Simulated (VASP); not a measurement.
```xyz
1
Lattice="-2.1300 2.1300 2.1300 2.1300 -2.1300 2.1300 2.1300 2.1300 -2.1300" Properties=species:S:1:pos:R:3 pbc="T T T"
Na     0.0000     0.0000     0.0000
```

These are PBE GGA, VASP's PBE PAW potentials (set 64) (plane waves; VASP) values and carry that method's errors. Numerical set-up: 480 eV cut-off, 11×11×11 Γ-centred mesh, first-order Methfessel-Paxton smearing of 0.10 eV, potentials Na.

Energy and stress use the plane-wave basis of the starting cell.

Problem. The ions, cell shape and volume are relaxed. Which structure does the run end with?

Solution. 
```xyz
1
Lattice="-2.0953 2.0953 2.0953 2.0953 -2.0953 2.0953 2.0953 2.0953 -2.0953" Properties=species:S:1:pos:R:3 pbc="T T T"
Na     0.0000     0.0000     0.0000
```
Space group Im-3m (229), at a tolerance of 0.03 Å.

Problem. How do energy and volume change from the first to the last step?

Solution. The energy (σ→0) changes by -2.1 meV/atom and the volume by -4.8 %, in 3 ionic steps.

The compound is Na in the bcc structure. This run relaxes it. Symmetry was kept, so distortions that lower it aren't found.
